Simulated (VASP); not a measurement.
Crystal: WC.

```
W C
1.0
     2.90650    0.00000    0.00000
    -1.45325    2.51710    0.00000
     0.00000    0.00000    2.83660
W C
1 1
Direct
  0.00000 0.00000 0.00000
  0.66667 0.33333 0.50000
```

* Program: VASP 6.6.1
* Task: relaxation of cell and atoms
* Functional: PBE
* Potentials or basis: VASP PAW PBE potentials, release 64 (W_sv, C)
* Cutoff: 520 eV
* k mesh: 18 × 18 × 14
* Occupations: gaussian, width 0.1 eV
* Spin: no spin polarisation

At the start: pressure 6.7 GPa; volume 10.38 Å³/atom.

How do energy, volume and symmetry change on relaxing?

Over 6 steps the energy falls by 3.6 meV/atom and the volume is 10.55 Å³/atom (+1.7 %); space group P-6m2 (No. 187, to 0.05 Å).

Step by step:
```csv
step,energy change (eV),largest force (eV/Å),pressure (GPa),volume (Å³)
1,0.0000,0.0000,6.71,20.75
2,0.0438,0.0000,-15.95,22.08
3,-0.0072,0.0000,-0.10,21.11
4,-0.0072,0.0000,0.02,21.10
5,-0.0072,0.0000,0.02,21.11
6,-0.0073,0.0000,0.02,21.10
```

Final structure:
```
W C
1.0
     2.92417    0.00000    0.00000
    -1.46208    2.53240    0.00000
     0.00000    0.00000    2.84996
W C
1 1
Direct
  0.00000 0.00000 0.00000
  0.66667 0.33333 0.50000
```
